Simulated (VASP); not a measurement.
Here is a VASP 6.6.1 calculation.

run.py

```python
from ase import Atoms
from ase.calculators.vasp import Vasp
from ase.dft.bandgap import bandgap

atoms = Atoms(
    ['Br', 'Br', 'Cu', 'K', 'K', 'F', 'F'],
    cell=[[5.029307, 0.0, 0.0], [0.0, 5.029307, 0.0], [0.0, 0.0, 6.634863]],
    scaled_positions=[[0.5, 0.0, 0.0], [0.0, 0.5, 0.0], [0.0, 0.0, 0.0], [0.5, 0.0, 0.5], [0.0, 0.5, 0.5], [0.5, 0.5, 0.5], [0.0, 0.0, 0.5]],
    pbc=True,
)
calc = Vasp(
    directory='calc',
    xc='pbesol',
    pp='PBE',
    setups='recommended',
    prec='Accurate',
    encut=520,
    ediff=1e-07,
    ismear=0,
    sigma=0.02,
    lreal=False,
    lasph=True,
    nelm=60,
    algo='Normal',
    isif=2,
    lwave=False,
    lcharg=False,
    kpts=[5, 5, 4],
    gamma=True,
    nbands=38,
)
atoms.calc = calc

print('energy (eV):', atoms.get_potential_energy())
print('free energy (eV):', atoms.get_potential_energy(force_consistent=True))
print('forces (eV/A):')
print(atoms.get_forces())
print('stress (eV/A^3, Voigt):', atoms.get_stress())
print('Fermi level (eV):', calc.get_fermi_level())
gap, top, bottom = bandgap(calc)
print('band gap (eV):', gap, 'from (spin, k, band)', top, 'to', bottom)
```

Potentials or basis: VASP PAW PBE potentials, release 64 (Br, Cu, K_sv, F).

Run with:

```bash
$ python run.py
```

Problem. Estimate the pressure.

Solution. -1.1 GPa.

Problem. Estimate the band gap on the k mesh.

Solution. None (metal or under the smearing width).

Stress tensor (GPa, compression positive):
```
-1.80  0.00  0.00
 0.00 -1.80  0.00
 0.00  0.00  0.39
```

Caveat: the PAW data sets were made with another functional, which shifts forces and pressure a little; an odd number of electrons without spin polarisation forces a metal; a magnetic or distorted state may lie lower; the run has no spin polarisation, though such a crystal can be magnetic; semilocal functionals often make such compounds metallic where correlation or magnetic order opens a gap, which also shifts bond lengths. With open d or f shells a metallic result of PBEsol can be an artefact of self-interaction; +U or a hybrid may open a gap.
